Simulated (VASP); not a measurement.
VASP runs on HfC (space group Fm-3m) share one base input (PBEsol GGA, plane waves, VASP's PBE PAW potentials (set 64)) and change the settings named in each case.

**POSCAR**
```
HfC
1
    0.0000000000     2.3244080000     2.3244080000
    2.3244080000     0.0000000000     2.3244080000
    2.3244080000     2.3244080000     0.0000000000
Hf C
1 1
Direct
  0.0000000000   0.0000000000   0.0000000000
  0.5000000000   0.5000000000   0.5000000000
```

File KPOINTS:
```
Automatic mesh
0
Gamma
16 16 16
0 0 0
```

INCAR:
```
# general
SYSTEM   =  HfC
PREC     =  Accurate
ENCUT    =  400
LREAL    =  F
LASPH    =  T

# electronic loop
EDIFF    =  1E-6
NELM     =  100
ALGO     =  Normal
LMAXMIX  =  6

# smearing
ISMEAR   =  0
SIGMA    =  0.2

# functional
GGA      =  PS

# ions
ISIF     =  2

# output
LWAVE    =  F
LCHARG   =  F
```

POTCAR, in this order: Hf_pv C (PBE.64 set). Program: vasp_std.

```
change                                                                                                              E(σ→0) (eV/atom)  pressure (GPa)  −TS (eV)
------------------------------------------------------------------------------------------------------------------  ----------------  --------------  --------
base run                                                                                                                    -11.0922           -7.77   -0.0061
GGA removed, POTCAR Hf_pv C (LDA.64 set)                                                                                    -11.4291          -12.30   -0.0062
GGA_COMPAT = .FALSE., LNONCOLLINEAR = .TRUE., LSORBIT = .TRUE., MAGMOM = 0.0 0.0 0.0 0.0 0.0 0.0, program vasp_ncl          -11.4210           -7.95   -0.0058
KPOINTS 1×1×1 Γ-centred mesh                                                                                                 -1.1525           87.73   -0.6507
```
 Energies of different potentials or functionals have different zeros.  Unless said otherwise, spin-orbit coupling is left out, though it shifts the bands of the heavy elements here. At 400 eV the pressure can carry a Pulay error.

Left out are runs that ran out of time, are held back, or changed the cell or the kind of run, fixed moments of cells without a moment, rows past the twelfth, gaps on odd meshes, pressures of charged cells and columns that move by less than the noise.

The structure is a typed HfC crystal (Fm-3m). The cell was not relaxed at this level, its lattice was scaled by up to 2.5 %.
